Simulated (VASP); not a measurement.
# Driving VASP from ASE on Ti2CS

Do ASE scripts that read Ti2CS from different structure formats give one answer, and do several routes find one equilibrium volume? All runs use r2SCAN. Left out of this account: 1 further run (self-consistent run: a reference on another mesh). The start is a cell from a database of measured crystal structures.

Program: VASP 6.6.1. Level of theory: r2SCAN, no spin polarisation; plane waves and PAW (Ti_sv, C, S). Results are calculated unless marked as measured.

This is a report of a sequence of runs, with most program output left out.

## 1. Starting point

Symmetry: P6_3/mmc, No. 194, hexagonal system. The conventional cell has a = 3.210 Å, b = 3.210 Å, c = 11.200 Å, α = 90.00°, β = 90.00°, γ = 120.00°. Ti has 3 C at 2.16 Å and 3 S at 2.51 Å nearest. Nearest to C lie 6 Ti at 2.16 Å. Nearest to S lie 6 Ti at 2.51 Å. Farther neighbours and most contacts between anions are not listed.

Structure file:

```xyz
8
Lattice="3.2100 0.0000 0.0000 -1.6050 2.7799 0.0000 0.0000 0.0000 11.2000" Properties=species:S:1:pos:R:3 pbc="T T T"
Ti    0.0000    1.8533    1.1088
Ti    1.6050    0.9266    6.7088
Ti    0.0000    1.8533    4.4912
Ti    1.6050    0.9266   10.0912
C     0.0000    0.0000    0.0000
C     0.0000    0.0000    5.6000
S     1.6050    0.9266    2.8000
S     0.0000    1.8533    8.4000
```

## 2. Total energy, forces and stress (r2SCAN, through ASE)

A single point through ASE, with the structure typed into the script.

Input file run.py:

```python
import numpy as np
from ase.calculators.vasp import Vasp
from ase import Atoms
from ase.dft.bandgap import bandgap

atoms = Atoms(['Ti', 'Ti', 'Ti', 'Ti', 'C', 'C', 'S', 'S'],
              cell=[[3.21, 0.0, 0.0], [-1.605, 2.77994155, 0.0], [0.0, 0.0, 11.2]],
              scaled_positions=[[0.33333333, 0.66666667, 0.099], [0.66666667, 0.33333333, 0.599], [0.33333333, 0.66666667, 0.401], [0.66666667, 0.33333333, 0.901], [0.0, 0.0, 0.0], [0.0, 0.0, 0.5], [0.66666667, 0.33333333, 0.25], [0.33333333, 0.66666667, 0.75]],
              pbc=True)

calc = Vasp(
    xc='r2scan',
    pp='PBE',
    prec='Accurate',
    encut=520,
    ediff=1e-06,
    nelm=100,
    ismear=-1,
    sigma=0.05,
    lreal=False,
    algo='Normal',
    lasph=True,
    nbands=42,
    lorbit=11,
    lwave=False,
    lcharg=False,
    kpar=8,
    isif=2,
    pp_version='64',
    setups={'Ti': '_sv', 'C': '', 'S': ''},
    kpts=(11, 11, 3),
    gamma=True,
    txt='vasp.out',
)
atoms.calc = calc

print("energy (eV):", round(atoms.get_potential_energy(), 6))
print("Fermi level (eV):", round(calc.get_fermi_level(), 4))
print("forces (eV/A):")
print(np.round(atoms.get_forces(), 4))
print("stress (GPa, Voigt, tension positive):", np.round(atoms.get_stress() * 160.21766, 3))
gap, p1, p2 = bandgap(calc, direct=False)
print("gap on the mesh (eV):", round(gap, 4))
```

PAW data sets: Ti_sv, C and S (PBE family, release 64).

Launch:

```
$ export ASE_VASP_COMMAND="mpirun -np 8 vasp_std"
$ python run.py
```

The job ended after 38 s (8 MPI ranks of Intel Xeon 6975P-C (Granite Rapids), shared host; peak memory 2.4 GiB; 4.1 min of CPU time).

This run has no spin polarisation, although Ti can carry a moment. The PAW data sets were made with PBE, which is usual practice but a small mismatch for other functionals.

This step gave:

| Item | Value |
| --- | --- |
| SCF cycles | 16 |
| electrons | 68 |
| bands | 42 |
| irreducible k-points | 32 |
| symmetry operations | 24 |
| free energy (TOTEN) | -99.1379 eV |
| energy at zero smearing | -99.1288 eV |
| Fermi energy | 10.13 eV |
| pressure | 0.1202 GPa |
| metallic | yes |

Force by atom:

| atom | x (eV/Å) | y (eV/Å) | z (eV/Å) | size |
| --- | --- | --- | --- | --- |
| Ti1 | 0.0000 | 0.0000 | 0.0524 | 0.0524 |
| Ti2 | 0.0000 | 0.0000 | 0.0524 | 0.0524 |
| Ti3 | 0.0000 | 0.0000 | -0.0524 | 0.0524 |
| Ti4 | 0.0000 | 0.0000 | -0.0524 | 0.0524 |
| C5 | 0.0000 | 0.0000 | 0.0000 | 0.0000 |
| C6 | 0.0000 | 0.0000 | 0.0000 | 0.0000 |
| S7 | 0.0000 | 0.0000 | 0.0000 | 0.0000 |
| S8 | 0.0000 | 0.0000 | 0.0000 | 0.0000 |

The pressure is 0.12 GPa and the largest force 0.052 eV/Å, so the cell is not at a minimum at these settings.

## 3. A single point (r2SCAN, through ASE)

The single point through ASE, with the structure read from a CIF with its space group. The mesh changes to 10×10×3, so this is no clean test of the format.

Changes to run.py since step 2:

```diff
@@ -2,9 +2,6 @@
 from ase.calculators.vasp import Vasp
-from ase import Atoms
+from ase.io import read
 from ase.dft.bandgap import bandgap
 
-atoms = Atoms(['Ti', 'Ti', 'Ti', 'Ti', 'C', 'C', 'S', 'S'],
-              cell=[[3.21, 0.0, 0.0], [-1.605, 2.77994155, 0.0], [0.0, 0.0, 11.2]],
-              scaled_positions=[[0.33333333, 0.66666667, 0.099], [0.66666667, 0.33333333, 0.599], [0.33333333, 0.66666667, 0.401], [0.66666667, 0.33333333, 0.901], [0.0, 0.0, 0.0], [0.0, 0.0, 0.5], [0.66666667, 0.33333333, 0.25], [0.33333333, 0.66666667, 0.75]],
-              pbc=True)
+atoms = read('Ti2CS.cif')
 
@@ -30,3 +27,3 @@
     setups={'Ti': '_sv', 'C': '', 'S': ''},
-    kpts=(11, 11, 3),
+    kpts=(10, 10, 3),
     gamma=True,
```

Input file Ti2CS.cif:

```cif
data_Ti2CS
_cell_length_a 3.21000000
_cell_length_b 3.21000000
_cell_length_c 11.20000000
_cell_angle_alpha 90.00000000
_cell_angle_beta 90.00000000
_cell_angle_gamma 120.00000000
_space_group_name_H-M_alt 'P6_3/mmc'
_space_group_name_Hall '-P 6c 2c'
_space_group_IT_number 194
loop_
_space_group_symop_operation_xyz
'x,y,z'
'-x,-y,-z'
'x-y,x,z+1/2'
'-x+y,-x,-z+1/2'
'-y,x-y,z'
'y,-x+y,-z'
'-x,-y,z+1/2'
'x,y,-z+1/2'
'-x+y,-x,z'
'x-y,x,-z'
'y,-x+y,z+1/2'
'-y,x-y,-z+1/2'
'-y,-x,-z+1/2'
'y,x,z+1/2'
'-x,-x+y,-z'
'x,x-y,z'
'-x+y,y,-z+1/2'
'x-y,-y,z+1/2'
'y,x,-z'
'-y,-x,z'
'x,x-y,-z+1/2'
'-x,-x+y,z+1/2'
'x-y,-y,-z'
'-x+y,y,z'
loop_
_atom_site_label
_atom_site_type_symbol
_atom_site_symmetry_multiplicity
_atom_site_Wyckoff_symbol
_atom_site_fract_x
_atom_site_fract_y
_atom_site_fract_z
_atom_site_occupancy
Ti1 Ti 4 f 0.3333333333 0.6666666667 0.0990000000 1
C1 C 2 a 0.0000000000 0.0000000000 0.0000000000 1
S1 S 2 d 0.6666666667 0.3333333333 0.2500000000 1
```

Run time: 37 s. Hardware: 8 MPI ranks; peak memory 2.3 GiB; 4 min of CPU time.

Numbers from this step:

- irreducible k-points: 28
- free energy (TOTEN): -99.1484 eV
- energy at zero smearing: -99.1418 eV
- Fermi energy: 10.12 eV
- pressure: 0.09355 GPa

The energy lies -1.63 meV an atom from the first script, on another mesh.

## 4. Relaxing cell and atoms (r2SCAN, through ASE)

Properties are meant for the cell that this level of theory prefers, so cell and atoms are relaxed first (ISIF = 3) until forces and stress are small; EDIFFG sets the threshold.

Input file run.py:

```python
import numpy as np
from ase.calculators.vasp import Vasp
from ase import Atoms

atoms = Atoms(['Ti', 'Ti', 'Ti', 'Ti', 'C', 'C', 'S', 'S'],
              cell=[[3.21, 0.0, 0.0], [-1.605, 2.77994155, 0.0], [0.0, 0.0, 11.2]],
              scaled_positions=[[0.33333333, 0.66666667, 0.099], [0.66666667, 0.33333333, 0.599], [0.33333333, 0.66666667, 0.401], [0.66666667, 0.33333333, 0.901], [0.0, 0.0, 0.0], [0.0, 0.0, 0.5], [0.66666667, 0.33333333, 0.25], [0.33333333, 0.66666667, 0.75]],
              pbc=True)

calc = Vasp(
    xc='r2scan',
    pp='PBE',
    prec='Accurate',
    encut=520,
    ediff=1e-06,
    nelm=100,
    ismear=-1,
    sigma=0.05,
    lreal=False,
    algo='Normal',
    lasph=True,
    nbands=42,
    lorbit=11,
    lwave=False,
    lcharg=False,
    kpar=8,
    ibrion=2,
    nsw=60,
    isif=3,
    ediffg=-0.01,
    pp_version='64',
    setups={'Ti': '_sv', 'C': '', 'S': ''},
    kpts=(11, 11, 3),
    gamma=True,
    txt='vasp.out',
)
atoms.calc = calc

print("energy (eV):", round(atoms.get_potential_energy(), 6))
print("Fermi level (eV):", round(calc.get_fermi_level(), 4))
print("forces (eV/A):")
print(np.round(atoms.get_forces(), 4))
print("stress (GPa, Voigt, tension positive):", np.round(atoms.get_stress() * 160.21766, 3))
print("cell (A, degrees):", np.round(atoms.cell.cellpar(), 4))
print("volume (A^3):", round(atoms.get_volume(), 4))
print("positions:")
print(np.round(atoms.get_scaled_positions(), 5))
```

Run time: 1.9 min. Hardware: 8 MPI ranks; peak memory 2.6 GiB.

The run keeps the 24 symmetry operations of its start, so it cannot find a distortion of lower symmetry.

Relaxation path:

| step | energy less that of the first step (eV) | largest force (eV/Å) | pressure (GPa) | volume (Å³) |
| --- | --- | --- | --- | --- |
| 1 | 0.0000 | 0.0524 | 0.12 | 99.94 |
| 2 | -0.0007 | 0.0286 | -0.27 | 100.08 |
| 3 | -0.0008 | 0.0107 | -0.19 | 100.05 |
| 4 | -0.0008 | 0.0013 | 0.16 | 99.87 |
| 5 | -0.0009 | 0.0033 | 0.02 | 99.94 |

| conventional cell, symmetrised | before | after | change |
| --- | --- | --- | --- |
| a (Å) | 3.210 | 3.206 | -0.1 % |
| b (Å) | 3.210 | 3.206 | -0.1 % |
| c (Å) | 11.200 | 11.226 | +0.2 % |
| volume (Å³/atom) | 12.49 | 12.49 | +0.0 % |

Final coordinates:

```xyz
8
Lattice="3.2063 0.0000 0.0000 -1.6032 2.7768 0.0000 0.0000 0.0000 11.2257" Properties=species:S:1:pos:R:3 pbc="T T T"
Ti    0.0000    1.8512    1.1132
Ti    1.6032    0.9256    6.7261
Ti    0.0000    1.8512    4.4996
Ti    1.6032    0.9256   10.1124
C     0.0000    0.0000    0.0000
C     0.0000    0.0000    5.6128
S     1.6032    0.9256    2.8064
S     0.0000    1.8512    8.4192
```

Numbers from this step:

```yaml
irreducible_k_points: 32
free_energy_toten: -99.1388 eV
energy_at_zero_smearing: -99.1297 eV
fermi_energy: 10.14 eV
pressure: 0.02042 GPa
scf_cycles_over_all_ionic_steps: 45
```

It ends with a largest force of 0.003 eV/Å and a pressure of 0.02 GPa.

## 5. Energy against volume, from ASE (r2SCAN)

An ASE loop scales the volume and fits the energies, which gives the bulk modulus from energies alone.

Input file run.py:

```python
import numpy as np
from ase.calculators.vasp import Vasp
from ase.io import read
from ase.eos import EquationOfState
from ase.units import GPa

atoms = read('Ti2CS.cif')

calc = Vasp(
    xc='r2scan',
    pp='PBE',
    prec='Accurate',
    encut=520,
    ediff=1e-06,
    nelm=100,
    ismear=-1,
    sigma=0.05,
    lreal=False,
    algo='Normal',
    lasph=True,
    nbands=42,
    lorbit=11,
    lwave=False,
    lcharg=False,
    kpar=8,
    isif=2,
    pp_version='64',
    setups={'Ti': '_sv', 'C': '', 'S': ''},
    kpts=(11, 11, 3),
    gamma=True,
    txt='vasp.out',
)
atoms.calc = calc

cell, volumes, energies = atoms.get_cell(), [], []
for x in [0.94, 0.96, 0.98, 1.0, 1.02, 1.04, 1.06]:
    atoms.set_cell(cell * x ** (1 / 3), scale_atoms=True)
    volumes.append(atoms.get_volume())
    energies.append(atoms.get_potential_energy())
    print(f"{x:.2f}  V = {volumes[-1]:.4f} A^3  E = {energies[-1]:.6f} eV")
v0, e0, b0 = EquationOfState(volumes, energies, eos="birchmurnaghan").fit()
print(f"V0 = {v0:.4f} A^3  E0 = {e0:.6f} eV  B0 = {b0 / GPa:.2f} GPa")
```

Input file Ti2CS.cif:

```cif
data_Ti2CS
_cell_length_a 3.21000000
_cell_length_b 3.21000000
_cell_length_c 11.20000000
_cell_angle_alpha 90.00000000
_cell_angle_beta 90.00000000
_cell_angle_gamma 120.00000000
_space_group_name_H-M_alt 'P1'
_space_group_name_Hall 'P 1'
_space_group_IT_number 1
loop_
_space_group_symop_operation_xyz
'x,y,z'
loop_
_atom_site_label
_atom_site_type_symbol
_atom_site_symmetry_multiplicity
_atom_site_Wyckoff_symbol
_atom_site_fract_x
_atom_site_fract_y
_atom_site_fract_z
_atom_site_occupancy
Ti1 Ti 1 a 0.3333333333 0.6666666667 0.0990000000 1
Ti2 Ti 1 a 0.6666666667 0.3333333333 0.5990000000 1
Ti3 Ti 1 a 0.3333333333 0.6666666667 0.4010000000 1
Ti4 Ti 1 a 0.6666666667 0.3333333333 0.9010000000 1
C1 C 1 a 0.0000000000 0.0000000000 0.0000000000 1
C2 C 1 a 0.0000000000 0.0000000000 0.5000000000 1
S1 S 1 a 0.6666666667 0.3333333333 0.2500000000 1
S2 S 1 a 0.3333333333 0.6666666667 0.7500000000 1
```

It took 4.2 min on 8 MPI ranks; peak memory 2.5 GiB.

This step gave:

```yaml
bulk_modulus: 195.5 GPa
equilibrium_volume_of_the_fit: 12.51 Å³/atom
```

The fitted volume lies +0.10 % from the relaxed one.

## 6. BFGS in ASE (r2SCAN)

Here ASE drives the relaxation and calls VASP for forces and stress at each step.

Input file run.py:

```python
import numpy as np
from ase.calculators.vasp import Vasp
from ase import Atoms
from ase.optimize import BFGS
from ase.filters import FrechetCellFilter

atoms = Atoms(['Ti', 'Ti', 'Ti', 'Ti', 'C', 'C', 'S', 'S'],
              cell=[[3.21, 0.0, 0.0], [-1.605, 2.77994155, 0.0], [0.0, 0.0, 11.2]],
              scaled_positions=[[0.33333333, 0.66666667, 0.099], [0.66666667, 0.33333333, 0.599], [0.33333333, 0.66666667, 0.401], [0.66666667, 0.33333333, 0.901], [0.0, 0.0, 0.0], [0.0, 0.0, 0.5], [0.66666667, 0.33333333, 0.25], [0.33333333, 0.66666667, 0.75]],
              pbc=True)

calc = Vasp(
    xc='r2scan',
    pp='PBE',
    prec='Accurate',
    encut=520,
    ediff=1e-06,
    nelm=100,
    ismear=-1,
    sigma=0.05,
    lreal=False,
    algo='Normal',
    lasph=True,
    nbands=42,
    lorbit=11,
    lwave=False,
    lcharg=False,
    kpar=8,
    isif=2,
    pp_version='64',
    setups={'Ti': '_sv', 'C': '', 'S': ''},
    kpts=(11, 11, 3),
    gamma=True,
    txt='vasp.out',
)
atoms.calc = calc

BFGS(FrechetCellFilter(atoms)).run(fmax=0.02, steps=30)
print("cell (A, degrees):", np.round(atoms.cell.cellpar(), 4))
print("volume (A^3):", round(atoms.get_volume(), 4))
print("energy (eV):", round(atoms.get_potential_energy(), 6))
print("Fermi level (eV):", round(calc.get_fermi_level(), 4))
print("forces (eV/A):")
print(np.round(atoms.get_forces(), 4))
print("stress (GPa, Voigt, tension positive):", np.round(atoms.get_stress() * 160.21766, 3))
```

The job ended after 3.7 min (8 MPI ranks; peak memory 2.4 GiB; 25 min of CPU time).

Numbers from this step:

```yaml
optimizer_steps: 5
volume_after_bfgs: 12.50 Å³/atom
```

## 7. The runs together

```
                                                run  atoms     mesh  energy (eV/atom)  pressure (GPa)
               ASE, structure typed into the script      8  11×11×3         -12.39110           0.120
ASE, structure read from a CIF with its space group      8  10×10×3         -12.39273           0.094
```

## 8. Total energy, forces and stress (r2SCAN, through ASE), changed input

This run is made with a changed input; what comes of it follows.

Changes to run.py since step 6:

```diff
@@ -3,4 +3,3 @@
 from ase import Atoms
-from ase.optimize import BFGS
-from ase.filters import FrechetCellFilter
+from ase.dft.bandgap import bandgap
 
@@ -15,5 +14,5 @@
     prec='Accurate',
-    encut=520,
+    encut=80,
     ediff=1e-06,
-    nelm=100,
+    nelm=74,
     ismear=-1,
@@ -37,5 +36,2 @@
 
-BFGS(FrechetCellFilter(atoms)).run(fmax=0.02, steps=30)
-print("cell (A, degrees):", np.round(atoms.cell.cellpar(), 4))
-print("volume (A^3):", round(atoms.get_volume(), 4))
 print("energy (eV):", round(atoms.get_potential_energy(), 6))
@@ -45 +41,3 @@
 print("stress (GPa, Voigt, tension positive):", np.round(atoms.get_stress() * 160.21766, 3))
+gap, p1, p2 = bandgap(calc, direct=False)
+print("gap on the mesh (eV):", round(gap, 4))
```

Wall time 8.2 s (8 MPI ranks); peak memory 0.85 GiB; 48 s of CPU time.

The run converged, but on settings that are not sound, so its numbers are not to be trusted.

Against the sound run on this cell (total energy, forces and stress (r2SCAN, through ASE)) the energy at zero smearing moves by +30064.7 meV an atom and the pressure by -1852.11 GPa.

The fault in the input: cutoff far too low (ENCUT = 80). Raise ENCUT to at least the largest default of the data sets.

## 9. Results

| Quantity | Value |
| --- | --- |
| energy, ASE, structure typed into the script | -12.39110 eV/atom |
| energy, ASE, structure read from a CIF with its space group | -12.39273 eV/atom |
| volume from VASP's own relaxation | 12.49 Å³/atom |
| volume from the fit of the ASE volume loop | 12.51 Å³/atom |
| volume from BFGS in ASE | 12.50 Å³/atom |

What this shows: With the structure read from a CIF with its space group, ASE's run differs from the first script by -1.6 meV an atom, which comes from its other mesh. The routes to the equilibrium volume agree within 0.10 %. VASP's relaxation keeps the plane waves of its start, while ASE starts VASP afresh at each cell, and a loop at fixed shape can't relax anything but the volume. Magnetism was not tested.

[Lines on the potential files, build, host, timing and source positions are cut from VASP's logs without a mark.]

[Logs are printed without paths, hosts, clocks, repeated set-up lines and the standing remarks that a program may print on its own settings, such as how far it seeks lower states.]

[Hosts, paths, dates, database ids (printed as entryN), source tags and the programs' standing remarks are cut or masked in the printed files.]

[A measured line is paired with the nearest computed mode of its activity, which favours agreement.]
